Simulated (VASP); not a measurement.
Here is a VASP 6.6.1 calculation.

File INCAR:

```
SYSTEM = Al2InN3
PREC = Accurate ; ENCUT = 520
EDIFF = 1E-6 ; ISMEAR = 0
SIGMA = 0.03 ; LREAL = .False.
LASPH = .True. ; NELM = 120
ALGO = Normal ; ISIF = 3
LWAVE = .False. ; LCHARG = .False.
GGA = PE ; IBRION = 2
NSW = 90 ; EDIFFG = -0.01
KPAR = 4
```

File KPOINTS:

```
Automatic mesh
0
Gamma
  8 8 2
  0 0 0
```

Contents of POSCAR:

```
Al2InN3
1.0
    3.2653099200      0.0000000000      0.0000000000
   -1.6326549600      2.8278413500      0.0000000000
    0.0000000000      0.0000000000     16.0540000000
Al In N
4 2 6
Direct
    0.6666666700      0.3333333300      0.5066027200
    0.6666666700      0.3333333300      0.1602715800
    0.3333333300      0.6666666700      0.0066027200
    0.3333333300      0.6666666700      0.6602715800
    0.3333333300      0.6666666700      0.3340600500
    0.6666666700      0.3333333300      0.8340600500
    0.6666666700      0.3333333300      0.6248287000
    0.6666666700      0.3333333300      0.2773140700
    0.3333333300      0.6666666700      0.4719696000
    0.3333333300      0.6666666700      0.1248287000
    0.3333333300      0.6666666700      0.7773140700
    0.6666666700      0.3333333300      0.9719696000
```

Potentials or basis: VASP PAW PBE potentials, release 64 (Al, In_d, N).

Launch:

```sh
$ cat potpaw_PBE.64/Al/POTCAR potpaw_PBE.64/In_d/POTCAR potpaw_PBE.64/N/POTCAR > POTCAR
$ mpirun -np 4 vasp_std > vasp.out
```

Problem. Estimate the band gap on the k mesh.

Solution. 1.21 eV, direct.

Problem. Predict the relaxed volume.

Solution. 12.34 Å³/atom.

Problem. What does it give for the relaxed cell?

Solution. a = 3.265 Å, b = 3.265 Å, c = 16.049 Å, α = 90.00°, β = 90.00°, γ = 120.00°.

Problem. Predict the space group after relaxing (to 0.05 Å).

Solution. P6_3mc (No. 186).

Final structure:
```
CELL_PARAMETERS angstrom
3.26464 0.00000 0.00000
-1.63232 2.82726 0.00000
0.00000 0.00000 16.04905
ATOMIC_POSITIONS crystal
Al 0.66667 0.33333 0.50666
Al 0.66667 0.33333 0.16023
Al 0.33333 0.66667 0.00666
Al 0.33333 0.66667 0.66023
In 0.33333 0.66667 0.33411
In 0.66667 0.33333 0.83411
N 0.66667 0.33333 0.62483
N 0.66667 0.33333 0.27734
N 0.33333 0.66667 0.47187
N 0.33333 0.66667 0.12483
N 0.33333 0.66667 0.77734
N 0.66667 0.33333 0.97187
```

Caveat: spin-orbit coupling is left out, which moves the levels of the heavy elements. Expect the measured gap to be larger: semilocal functionals such as PBE lack the derivative discontinuity.
